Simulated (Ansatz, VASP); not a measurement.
## C213N2 (N-V-N) in two plane-wave programs

Aim: how closely do two programs agree when they are given the same cell, functional and k mesh? The cell is taken from a series of runs on this material, whose earlier steps may have relaxed, scaled, displaced or heated it; both programs get it as it stands.

Program: Ansatz 0.2.0. Level of theory: plane waves, with VASP 6.6.1 beside it; single point at PBE. Results are calculated unless marked as measured.

## Step 1: Starting point

The cell holds 215 atoms: 213 C and 2 N. Its edges and angles: a = 10.715 Å, b = 10.715 Å, c = 10.715 Å, α = 90.0°, β = 90.0°, γ = 90.0°. It derives from C (C (Fd-3m)). Nearest the centre at fractional (0.417, 0.417, 0.417): N214 at 1.66 Å, N215 at 1.66 Å, C106 at 1.68 Å, C105 at 1.69 Å, C102 at 2.50 Å, C86 at 2.50 Å, C103 at 2.51 Å, C109 at 2.51 Å.

## Step 2: VASP: single point, PBE

With cell and atoms fixed, the geometry can't cause a difference; cores, projectors, grids and the points listed under the comparison can.

Lines of VASP's logs that name or quote its potential files are left out, and so is its time.

Input file INCAR:

```
SYSTEM = C213N2
PREC = Accurate
ENCUT = 520
EDIFF = 1E-06
NELM = 200
ISMEAR = -1
SIGMA = 0.01
LREAL = Auto
ALGO = Normal
GGA = PE
NBANDS = 581
ISPIN = 2
MAGMOM = 0 0 0 0 0 0 0 0 0 0 0 0 0 0 0 0 0 0 0 0 0 0 0 0 0 0 0 0 0 0 0 0 0 0 0 0 0 0 0 0 0 0 0 0 0 0 0 0 0 0 0 0 0 0 0 0 0 0 0 0 0 0 0 0 0 0 0 0 0 0 0 0 0 0 0 0 0 0 0 0 0 0 0 0 0 0 0 0 0 0 0 0 0 0 0 0 0 0 0 0 0 0 0 0 0 0 0 0 0 0 0 0 0 0 0 0 0 0 0 0 0 0 0 0 0 0 0 0 0 0 0 0 0 0 0 0 0 0 0 0 0 0 0 0 0 0 0 0 0 0 0 0 0 0 0 0 0 0 0 0 0 0 0 0 0 0 0 0 0 0 0 0 0 0 0 0 0 0 0 0 0 0 0 0 0 0 0 0 0 0 0 0 0 0 0 0 0 0 0 0 0 0 0 0 0 0 0 0 0 0 0 0 0 0 0
LORBIT = 11
LWAVE = .FALSE.
LCHARG = .FALSE.
ISIF = 2
NUPDOWN = 0
LASPH = .TRUE.
GGA_COMPAT = .FALSE.
```

Input file POSCAR:

```
C213N2
1.0
   10.7146870143      0.0000000000      0.0000000000
    0.0000000000     10.7146870143      0.0000000000
    0.0000000000      0.0000000000     10.7146870143
C N
213 2
Direct
    0.9999785457      0.9998313528      0.0000286200
    0.9998070234      0.1663568600      0.1665541551
[... 9 atom lines left out ...]
    0.1660888566      0.1657736041      0.3328799605
[... 3 atom lines left out ...]
    0.2513141873      0.2505597353      0.4133191523
[... 10 atom lines left out ...]
    0.1660888441      0.3326826719      0.1659708801
[... 3 atom lines left out ...]
    0.2513141620      0.4131218756      0.2507569844
[... 3 atom lines left out ...]
    0.1691637493      0.3351222562      0.4982304501
    0.1691637537      0.4980331630      0.3353195401
    0.0838509627      0.4165776998      0.4167749950
[... 1 atom line left out ...]
    0.2513141939      0.4200335579      0.5827929629
    0.2513141659      0.5825957138      0.4202308274
[... 3 atom lines left out ...]
    0.1660888523      0.5004727403      0.6675790938
[... 14 atom lines left out ...]
    0.1660888454      0.6673818195      0.5006700226
[... 14 atom lines left out ...]
    0.3330207296      0.1652691842      0.1654664677
[... 3 atom lines left out ...]
    0.4136268054      0.2496642213      0.2498615091
[... 3 atom lines left out ...]
    0.3343136871      0.1678666343      0.4985813947
[... 1 atom line left out ...]
    0.4988046115      0.1674942543      0.3338734485
    0.4167452018      0.0834526110      0.4165680365
    0.4177087469      0.2514273937      0.5819252879
[... 1 atom line left out ...]
    0.5822551562      0.2510384384      0.4171674365
[... 3 atom lines left out ...]
    0.5001054269      0.1657882458      0.6675644512
[... 5 atom lines left out ...]
    0.3343136443      0.4983841066      0.1680638803
    0.4988046050      0.3336761160      0.1676915131
[... 1 atom line left out ...]
    0.4167452031      0.4163707357      0.0836498989
    0.4177086210      0.5817280704      0.2516246039
    0.5822551942      0.4169700079      0.2512356893
[... 1 atom line left out ...]
    0.5078584607      0.3259587906      0.5073938903
    0.5078585935      0.5071967904      0.3261558842
    0.4136268295      0.5834911923      0.5836884758
    0.5822551586      0.4161852601      0.5823142357
    0.5822551953      0.5821169840      0.4163826816
    0.3343136919      0.3347712909      0.6654860678
[... 2 atom lines left out ...]
    0.4988046218      0.4994792568      0.6658584413
    0.4167452024      0.4167846564      0.7499000686
[... 5 atom lines left out ...]
    0.5001054706      0.6673672250      0.1659854623
[... 5 atom lines left out ...]
    0.3343136538      0.6652888147      0.3349685727
[... 1 atom line left out ...]
    0.4988046192      0.6656611850      0.4996765826
[... 1 atom line left out ...]
    0.4167452013      0.7497027790      0.4169819525
[... 20 atom lines left out ...]
    0.6674717448      0.1656727351      0.5001241584
[... 15 atom lines left out ...]
    0.6674718031      0.4999268860      0.1658699772
[... 6 atom lines left out ...]
    0.6661709883      0.3335843040      0.3337816597
    0.6661710046      0.4995710397      0.4997683929
[... 2 atom lines left out ...]
    0.7496725021      0.4165776926      0.4167749994
[... 3 atom lines left out ...]
    0.6674717463      0.3332285500      0.6676799674
[... 15 atom lines left out ...]
    0.6674718097      0.6674827208      0.3334258163
[... 15 atom lines left out ...]
    0.3285145635      0.3262823584      0.3264795685
    0.3285145600      0.5068731370      0.5070703492
```

Input file KPOINTS:

```
Automatic mesh
0
Gamma
1 1 1
0 0 0
```

Potentials, in the order of the species: C and N (PBE family, release 64).

Started as:

```
$ export OMP_NUM_THREADS=3
$ mpirun -np 1 vasp_gam
```

Output:

```text
[banner, memory and clock lines left out]
running    1 mpi-ranks, on    1 nodes
[...]
Offloading initialized ...    1 GPUs detected
[...]
LDA part: xc-table for (Slater+PW92), standard interpolation
 POSCAR, INCAR and KPOINTS ok, starting setup
[...]
entering main loop
       N       E                     dE             d eps       ncg     rms          rms(c)
DAV:   1     0.618134550122E+04    0.61813E+04   -0.52570E+05  2324   0.155E+03
DAV:   2    -0.141648715293E+04   -0.75978E+04   -0.71179E+04  3054   0.354E+02
DAV:   3    -0.199976683998E+04   -0.58328E+03   -0.57655E+03  2920   0.932E+01
DAV:   4    -0.201394143731E+04   -0.14175E+02   -0.14107E+02  2920   0.158E+01
[...]
DAV:  13    -0.194631020624E+04   -0.75042E-04   -0.90011E-05  2872   0.156E-02    0.116E-02
DAV:  14    -0.194631020639E+04   -0.15305E-06   -0.16214E-05  2904   0.576E-03    0.617E-03
DAV:  15    -0.194631020586E+04    0.53149E-06   -0.17705E-06  1992   0.194E-03
   1 F= -.19463102E+04 E0= -.19463102E+04  d E =-.304339E-11  mag=     0.0000
```

OUTCAR, selected parts (step 2):

```text
 magnetization (x)
# of ion       s       p       d       tot
------------------------------------------
    1       -0.000  -0.000   0.000  -0.000
    2       -0.000  -0.000   0.000  -0.000
    3       -0.000  -0.000   0.000  -0.000
    4       -0.000  -0.000   0.000  -0.000
    5       -0.000  -0.000   0.000  -0.000
    6       -0.000   0.000   0.000   0.000
[...]
213       -0.000  -0.000   0.000  -0.000
  214        0.000  -0.000   0.000   0.000
  215        0.000  -0.000   0.000   0.000
--------------------------------------------------
tot         -0.000  -0.000   0.000  -0.000
```

The run ends at a pressure of 0.62 GPa, with forces up to 1.5 eV/Å.

(Continued in part 2 of 2.)

[Lines on the potential files, build, host, timing and source positions are cut from VASP's logs without a mark.]

[Logs are printed without paths, hosts, clocks, repeated set-up lines and the standing remarks that a program may print on its own settings, such as how far it seeks lower states.]

[Hosts, paths, dates, database ids (printed as entryN), source tags and the programs' standing remarks are cut or masked in the printed files.]
